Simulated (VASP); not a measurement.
Calculation: r2SCAN meta-GGA, VASP's PBE PAW potentials (set 64) (plane waves; VASP).

VASP input:

**POSCAR**
```
CuZn
5.8361430
  0.4999999809   0.0000000000   0.0000000000
  0.0000000000   0.4999999809   0.0000000000
  0.0000000000   0.0000000000   0.4999999809
Zn Cu
1 1
direct
  0.5000000000   0.5000000000   0.5000000000
  0.0000000000   0.0685384192   0.0000000000
```

INCAR:
```
# general
SYSTEM  = CuZn
PREC    = Accurate
ENCUT   = 480
LREAL   = F
LASPH   = T

# electronic loop
EDIFF   = 1E-7
NELM    = 100
ALGO    = Normal
LMAXMIX = 4
LMIXTAU = T

# smearing
ISMEAR  = 1
SIGMA   = 0.1

# functional
METAGGA = R2SCAN

# ions
ISIF    = 2

# output
LWAVE   = F
LCHARG  = F
```

KPOINTS:
```
K-points
0
Gamma
 12 12 12
```

POTCAR, in this order: Zn Cu (PBE.64 set). Program: vasp_std.

The resulting files:

OUTCAR:
```
 ion  position               nearest neighbor table
   1  0.500  0.500  0.500-   2 2.42   2 2.42   2 2.42   2 2.42   2 2.65   2 2.65   2 2.65   2 2.65
  LATTYP: Found a simple cubic cell.
 ALAT       =     2.9180713884
 Subroutine PRICEL returns:
 Original cell was already a primitive cell.
 Subroutine GETGRP returns: Found  8 space group operations
The static configuration has the point symmetry C_4v.
The dynamic configuration has the point symmetry C_4v.
 Subroutine INISYM returns: Found  8 space group operations
 Subroutine IBZKPT returns following result:
 Found    196 irreducible k-points:

 Following reciprocal coordinates:
            Coordinates               Weight
  0.000000  0.000000  0.000000      1.000000
  0.083333  0.000000  0.000000      4.000000
  0.000000  0.083333  0.000000      2.000000
  0.166667  0.000000  0.000000      4.000000
  0.000000  0.166667  0.000000      2.000000
  0.250000  0.000000  0.000000      4.000000
  0.000000  0.250000  0.000000      2.000000
  0.333333  0.000000  0.000000      4.000000
  0.000000  0.333333  0.000000      2.000000
  0.416667  0.000000  0.000000      4.000000
  0.000000  0.416667  0.000000      2.000000
  0.500000  0.000000  0.000000      2.000000
  0.000000  0.500000  0.000000      1.000000
  0.083333  0.083333  0.000000      8.000000
  0.083333  0.000000  0.083333      4.000000
  0.166667  0.083333  0.000000      8.000000
  0.000000  0.166667  0.083333      8.000000
  0.083333  0.000000  0.166667      8.000000
  0.250000  0.083333  0.000000      8.000000
  0.000000  0.250000  0.083333      8.000000
  0.083333  0.000000  0.250000      8.000000
  0.333333  0.083333  0.000000      8.000000
  0.000000  0.333333  0.083333      8.000000
  0.083333  0.000000  0.333333      8.000000
  0.416667  0.083333  0.000000      8.000000
...
```

### OSZICAR
```
       N       E                     dE             d eps       ncg     rms          rms(c)
DAV:   1     0.909025892181E+02    0.90903E+02   -0.10811E+04  6008   0.247E+03
DAV:   2    -0.207665453415E+02   -0.11167E+03   -0.10896E+03  5901   0.330E+02
DAV:   3    -0.238726655637E+02   -0.31061E+01   -0.30971E+01  7224   0.745E+01
DAV:   4    -0.238956737632E+02   -0.23008E-01   -0.23006E-01  6972   0.563E+00
DAV:   5    -0.238960220575E+02   -0.34829E-03   -0.34829E-03  8045   0.723E-01    0.989E+00
DAV:   6    -0.209573091064E+02    0.29387E+01   -0.23391E+01  6005   0.131E+02    0.698E+00
DAV:   7    -0.198122201715E+02    0.11451E+01   -0.45445E+00  6154   0.101E+02    0.262E+00
DAV:   8    -0.198354650025E+02   -0.23245E-01   -0.42360E-01  8809   0.139E+01    0.161E+00
DAV:   9    -0.198281707529E+02    0.72942E-02   -0.35554E-02  8753   0.489E+00    0.327E-01
DAV:  10    -0.198301276594E+02   -0.19569E-02   -0.13652E-02  8232   0.248E+00    0.544E-02
DAV:  11    -0.198300405671E+02    0.87092E-04   -0.14908E-03  8565   0.681E-01    0.601E-02
DAV:  12    -0.198305458647E+02   -0.50530E-03   -0.70754E-04  8664   0.447E-01    0.114E-02
DAV:  13    -0.198306324929E+02   -0.86628E-04   -0.10789E-04  6774   0.185E-01    0.462E-03
DAV:  14    -0.198306436795E+02   -0.11187E-04   -0.24812E-05  7774   0.114E-01    0.741E-03
DAV:  15    -0.198306435692E+02    0.11037E-06   -0.51644E-06  7862   0.655E-02    0.181E-03
DAV:  16    -0.198306433003E+02    0.26890E-06   -0.14722E-07  4561   0.925E-03    0.102E-03
DAV:  17    -0.198306438564E+02   -0.55614E-06   -0.92538E-08  3629   0.830E-03    0.269E-04
DAV:  18    -0.198306439836E+02   -0.12717E-06   -0.36333E-08  3269   0.420E-03    0.956E-05
DAV:  19    -0.198306439994E+02   -0.15806E-07   -0.98186E-09  3164   0.180E-03
   1 F= -.19830644E+02 E0= -.19830746E+02  d E =0.305623E-03
```

**OUTCAR**
```
------------------------ aborting loop because EDIFF is reached ----------------------------------------
  FORCE on cell =-STRESS in cart. coord.  units (eV):
  Direction    XX          YY          ZZ          XY          YZ          ZX
  --------------------------------------------------------------------------------------
  Total        0.6453886      0.2151522      0.6453886      0.0000000      0.0000000      0.0000000
  in kB       41.6144473     13.8729457     41.6144473      0.0000000      0.0000000      0.0000000
  external PRESSURE =      32.3672801 kB  Pullay stress =       0.0000000 kB
  volume of cell :       24.85
      direct lattice vectors                 reciprocal lattice vectors
     2.918071388  0.000000000  0.000000000     0.342692096  0.000000000  0.000000000
     0.000000000  2.918071388  0.000000000     0.000000000  0.342692096  0.000000000
     0.000000000  0.000000000  2.918071388     0.000000000  0.000000000  0.342692096
 POSITION                                       TOTAL-FORCE (eV/Angst)
 -----------------------------------------------------------------------------------
      1.45904      1.45904      1.45904         0.000000      1.030793     -0.000000
      0.00000      0.20000      0.00000        -0.000000     -1.030793      0.000000
 -----------------------------------------------------------------------------------
    total drift:                                0.000000      0.004548      0.000012
  FREE ENERGIE OF THE ION-ELECTRON SYSTEM (eV)
  ---------------------------------------------------
  free  energy   TOTEN  =       -19.8306439994 eV

  energy  without entropy=      -19.8309496221  energy(sigma->0) =      -19.83074587
```
(Selected blocks of OUTCAR.)

The compound is CuZn in the CsCl type structure. This cell was strained or had an atom moved on purpose. The electron count is odd and the run is not spin-polarised, which forces a metal.
